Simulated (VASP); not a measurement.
**KTaO3 (cubic perovskite): computed properties**

Computed with r2SCAN meta-GGA, VASP's PBE PAW potentials (set 64) (plane waves; VASP).

For KTaO3, the space group is Pm-3m (221) and the cell is a = b = c = 3.996 Å, α = β = γ = 90.00°. The volume per atom is 12.76 Å³/atom. The band gap (over mesh and band path) is 2.58 eV and the smallest direct gap (over mesh and band path) is 3.24 eV. The band-edge character is indirect, R to Γ. The density comes out as 6.98 g/cm³ and the mean ε∞ (independent particles) comes out as 4.92.

```
KTaO3
1.0
    3.99596     0.00000     0.00000
    0.00000     3.99596     0.00000
    0.00000     0.00000     3.99596
K Ta O
1 1 3
Direct
  0.00000   0.00000   0.00000
  0.50000   0.50000   0.50000
  0.50000   0.00000   0.50000
  0.00000   0.50000   0.50000
  0.50000   0.50000   0.00000
```

Measured: gap 3.64 eV (computed value off by -1.06 eV), as given by Burak Himmetoglu et al., Journal of Physics Condensed Matter (2016), arXiv:1601.06205. Unless said otherwise, spin-orbit coupling is left out, though it shifts the bands of the heavy elements here.

The compound is KTaO3 in the cubic perovskite structure. It was relaxed first. Symmetry was kept, so distortions that lower it aren't found.
